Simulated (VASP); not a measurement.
Calculation: PBE GGA, VASP's PBE PAW potentials (set 64) (plane waves; VASP 6.6.1).

VASP input:

### POSCAR
```
NbAs
1
    3.5410980000     0.0000000000     0.0000000000
   -1.7705490000     3.0666810000     0.0000000000
    0.0000000000     0.0000000000     3.4559360000
Nb As
1 1
Direct
  0.0000000000   0.0000000000   0.0000000000
  0.6666670000   0.3333330000   0.5000000000
```

File KPOINTS:
```
Regular mesh
0
G
 8 8 7
0 0 0
```

### INCAR
```
# general
SYSTEM =NbAs
PREC   =Accurate
ENCUT  =400   # plane-wave cut-off (eV)
LREAL  =.FALSE.
LASPH  =.TRUE.   # aspherical one-centre terms

# electronic loop
EDIFF  =1E-6   # SCF stop (eV)
NELM   =100   # most electronic steps
ALGO   =Normal   # blocked Davidson
IMIX   =1
AMIX   =0.2
BMIX   =0.0001
LMAXMIX=4   # l cut-off of mixed one-centre charges

# smearing
ISMEAR =0
SIGMA  =0.05

# functional
GGA    =PE   # PBE

# ions
ISIF   =2   # forces and stress, cell fixed

# output
LWAVE  =.FALSE.
LCHARG =.FALSE.
```

POTCAR, in this order: Nb_sv As (PBE.64 set). Program: vasp_std.

What VASP printed:

File OSZICAR:
```
       N       E                     dE             d eps       ncg     rms          rms(c)
DAV:   1     0.114702930902E+03    0.11470E+03   -0.84848E+03  1056   0.110E+03
DAV:   2    -0.111102177884E+02   -0.12581E+03   -0.12209E+03  1295   0.364E+02
DAV:   3    -0.170665922644E+02   -0.59564E+01   -0.58529E+01  1669   0.639E+01
DAV:   4    -0.172870418565E+02   -0.22045E+00   -0.21975E+00  1431   0.125E+01
DAV:   5    -0.172999729818E+02   -0.12931E-01   -0.12927E-01  1785   0.241E+00    0.741E+00
DAV:   6    -0.163611854297E+02    0.93879E+00   -0.14935E+00  1750   0.110E+01    0.402E+00
DAV:   7    -0.162287674087E+02    0.13242E+00   -0.29245E-01  1787   0.473E+00    0.257E+00
DAV:   8    -0.162066245036E+02    0.22143E-01   -0.32988E-02  1771   0.169E+00    0.188E+00
DAV:   9    -0.161991159617E+02    0.75085E-02   -0.51328E-03  1726   0.682E-01    0.141E+00
DAV:  10    -0.161953823094E+02    0.37337E-02   -0.16342E-03  1443   0.372E-01    0.108E+00
DAV:  11    -0.161933853409E+02    0.19970E-02   -0.80202E-04  1448   0.252E-01    0.827E-01
DAV:  12    -0.161923106736E+02    0.10747E-02   -0.40071E-04  1326   0.182E-01    0.637E-01
DAV:  13    -0.161917360952E+02    0.57458E-03   -0.22121E-04  1356   0.137E-01    0.492E-01
DAV:  14    -0.161914332328E+02    0.30286E-03   -0.12319E-04  1313   0.106E-01    0.382E-01
DAV:  15    -0.161912774194E+02    0.15581E-03   -0.70739E-05  1338   0.824E-02    0.297E-01
DAV:  16    -0.161912006415E+02    0.76778E-04   -0.40962E-05  1268   0.647E-02    0.232E-01
DAV:  17    -0.161911656965E+02    0.34945E-04   -0.24337E-05  1356   0.509E-02    0.182E-01
DAV:  18    -0.161911523298E+02    0.13367E-04   -0.14533E-05  1276   0.403E-02    0.143E-01
DAV:  19    -0.161911496349E+02    0.26949E-05   -0.89021E-06  1375   0.320E-02    0.112E-01
DAV:  20    -0.161911518048E+02   -0.21699E-05   -0.53676E-06  1208   0.254E-02    0.884E-02
DAV:  21    -0.161911558375E+02   -0.40327E-05   -0.32834E-06  1068   0.203E-02    0.697E-02
DAV:  22    -0.161911602511E+02   -0.44135E-05   -0.20118E-06   920   0.163E-02    0.549E-02
DAV:  23    -0.161911643696E+02   -0.41186E-05   -0.14932E-06   780   0.143E-02    0.439E-02
DAV:  24    -0.161911679372E+02   -0.35676E-05   -0.10251E-06   605   0.134E-02    0.346E-02
DAV:  25    -0.161911709142E+02   -0.29770E-05   -0.88285E-07   625   0.126E-02    0.277E-02
DAV:  26    -0.161911733366E+02   -0.24224E-05   -0.67288E-07   590   0.119E-02    0.219E-02
DAV:  27    -0.161911752827E+02   -0.19461E-05   -0.55932E-07   595   0.106E-02    0.177E-02
DAV:  28    -0.161911768301E+02   -0.15473E-05   -0.42935E-07   590   0.957E-03    0.140E-02
DAV:  29    -0.161911780572E+02   -0.12271E-05   -0.34147E-07   585   0.816E-03    0.113E-02
DAV:  30    -0.161911790237E+02   -0.96652E-06   -0.25955E-07   570   0.726E-03
   1 F= -.16191179E+02 E0= -.16190607E+02  d E =-.114491E-02
```

OUTCAR:
```
------------------------ aborting loop because EDIFF is reached ----------------------------------------
  FORCE on cell =-STRESS in cart. coord.  units (eV):
  Direction    XX          YY          ZZ          XY          YZ          ZX
  --------------------------------------------------------------------------------------
  Total       -1.9373693     -1.9373695     -1.2982167      0.0000000     -0.0000000      0.0000000
  in kB      -82.7086161    -82.7086255    -55.4224243      0.0000000     -0.0000000      0.0000000
  external PRESSURE =     -73.6132220 kB  Pullay stress =       0.0000000 kB
  volume of cell :       37.53
      direct lattice vectors                 reciprocal lattice vectors
     3.541098000  0.000000000  0.000000000     0.282398284  0.163042716  0.000000000
    -1.770549000  3.066681000  0.000000000     0.000000000  0.326085432  0.000000000
     0.000000000  0.000000000  3.455936000     0.000000000  0.000000000  0.289357210
 POSITION                                       TOTAL-FORCE (eV/Angst)
 -----------------------------------------------------------------------------------
      0.00000      0.00000      0.00000        -0.000000      0.000000      0.000000
      1.77055      1.02223      1.72797         0.000000      0.000000      0.000000
 -----------------------------------------------------------------------------------
    total drift:                               -0.000241      0.000138      0.000000
  FREE ENERGIE OF THE ION-ELECTRON SYSTEM (eV)
  ---------------------------------------------------
  free  energy   TOTEN  =       -16.1911790237 eV

  energy  without entropy=      -16.1900341140  energy(sigma->0) =      -16.19060657
```
(Selected blocks of OUTCAR.)

### OUTCAR
```
 val. band max:        8.5682848077   @ k =   0.1250   0.0000   0.4286

 cond. band min:       8.5790215973   @ k =   0.0000   0.0000   0.2857


 Fermi energy:         8.5693513291

 k-point     1 :       0.0000    0.0000    0.0000
  band No.  band energies     occupation
      1     -46.6100      2.00000
      2     -22.6545      2.00000
      3     -22.5617      2.00000
      4     -22.5617      2.00000
      5      -4.0667      2.00000
      6       6.2810      2.00000
      7       6.5371      2.00000
      8       6.5371      2.00000
      9       8.5185      1.84943
     10       9.8900      0.00000
     11       9.8900      0.00000
     12      12.8557      0.00000
     13      12.9130      0.00000

 k-point     2 :       0.1250    0.0000    0.0000
  band No.  band energies     occupation
      1     -46.6077      2.00000
      2     -22.6502      2.00000
      3     -22.5913      2.00000
      4     -22.5685      2.00000
      5      -3.8573      2.00000
      6       5.7694      2.00000
      7       6.6155      2.00000
      8       6.7110      2.00000
      9       7.7894      2.00000
     10       9.8232      0.00000
     11      10.8290      0.00000
     12      11.7596      0.00000
     13      12.4417      0.00000

 k-point     3 :       0.2500    0.0000    0.0000
  band No.  band energies     occupation
      1     -46.6022      2.00000
      2     -22.6621      2.00000
      3     -22.6399      2.00000
      4     -22.5852      2.00000
      5      -3.2922      2.00000
      6       4.5781      2.00000
      7       6.8590      2.00000
      8       6.9272      2.00000
      9       7.1637      2.00000
     10       9.6687      0.00000
     11      10.7607      0.00000
     12      11.6880      0.00000
     13      12.1953      0.00000

 k-point     4 :       0.3750   -0.0000    0.0000
  band No.  band energies     occupation
      1     -46.5967      2.00000
      2     -22.7319      2.00000
      3     -22.6296      2.00000
...
```

The structure was generated: NbAs was put into the WC type (P-6m2), which need not be its known phase. The cell was not relaxed at this level. The run is one of a series of settings (AMIX = 0.2, BMIX = 0.0001, IMIX = 1 against the base run), some of them coarse on purpose.
